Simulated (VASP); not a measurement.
These are PBEsol GGA, VASP's PBE PAW potentials (set 64) (plane waves; VASP 6.6.1) values and carry that method's errors.

VASP ran on this input.

### INCAR
```
# general
SYSTEM   =  La2AlCo2C
PREC     =  Accurate
ENCUT    =  400
LREAL    =  .FALSE.   # projection in real space or not
LASPH    =  .TRUE.   # aspherical one-centre terms

# electronic loop
EDIFF    =  1E-6   # SCF stop (eV)
NELM     =  100   # most electronic steps
ALGO     =  Normal   # blocked Davidson
LMAXMIX  =  6   # l cut-off of mixed one-centre charges

# smearing
ISMEAR   =  -1   # Fermi-Dirac
SIGMA    =  0.05   # width (eV)

# functional
GGA      =  PS

# spin
ISPIN    =  2   # spin-polarised
MAGMOM   =  2*0.0 2*3.0 2*0.0

# ions
ISIF     =  2

# output
LWAVE    =  .FALSE.
LCHARG   =  .FALSE.
LORBIT   =  11   # lm-projected
```

### POSCAR
```
La2AlCo2C
4.54550
 -0.4602463975   0.6727642724   1.0000000000
  0.4602463975  -0.6727642724   1.0000000000
  0.4602463975   0.6727642724  -1.0000000000
La Co Al C
2 2 1 1
Cart
  0.4602463975   0.0000000000   0.3784600000
  0.0000000000   0.6727642724   0.6215400000
 -0.0000000000   0.3946704327   0.0000000000
  0.0000000000   0.9508581120   0.0000000000
  0.0000000000   0.0000000000   1.0000000000
  0.0000000000   0.0000000000   0.0000000000
```

KPOINTS:
```
Automatic mesh
0
Gamma
4 4 4
0 0 0
```

### KPOINTS_OPT
```
k-points along high-symmetry lines
5
Line-mode
Reciprocal
  0.000000   0.000000   0.000000 ! GAMMA
  0.500000   0.500000  -0.500000 ! X

  0.500000   0.500000  -0.500000 ! X
  0.302957   0.697043  -0.302957 ! F_2

 -0.302957   0.302957   0.302957 ! SIGMA_0
  0.000000   0.000000   0.000000 ! GAMMA

  0.000000   0.000000   0.000000 ! GAMMA
  0.363153  -0.363153   0.363153 ! Y_0

  0.636847   0.363153  -0.363153 ! U_0
  0.500000   0.500000  -0.500000 ! X

  0.000000   0.000000   0.000000 ! GAMMA
  0.000000   0.500000   0.000000 ! R

  0.000000   0.500000   0.000000 ! R
  0.250000   0.250000   0.250000 ! W

  0.250000   0.250000   0.250000 ! W
  0.500000   0.000000   0.000000 ! S

  0.500000   0.000000   0.000000 ! S
  0.000000   0.000000   0.000000 ! GAMMA

  0.000000   0.000000   0.000000 ! GAMMA
  0.000000   0.000000   0.500000 ! T

  0.000000   0.000000   0.500000 ! T
  0.250000   0.250000   0.250000 ! W
```

POTCAR, in this order: La Co Al C (PBE.64 set). Program: vasp_std.

**Question.** What will the output report for the number of irreducible k-points (NKPTS), largest plane-wave count, number of space-group operations, FFT grid (NGX, NGY, NGZ)?

**Answer.** 
The number of irreducible k-points (NKPTS) comes out as 18 and the largest plane-wave count is 2128. The number of space-group operations is 8. The FFT grid (NGX, NGY, NGZ) is 40 × 40 × 40.

The structure comes from a measured La2AlCo2C entry of the Crystallography Open Database, whose conditions weren't checked. The cell was not relaxed at this level. The k-mesh is coarse (spacing up to 0.45 per Å, 2π included), so the numbers may not be converged in it.
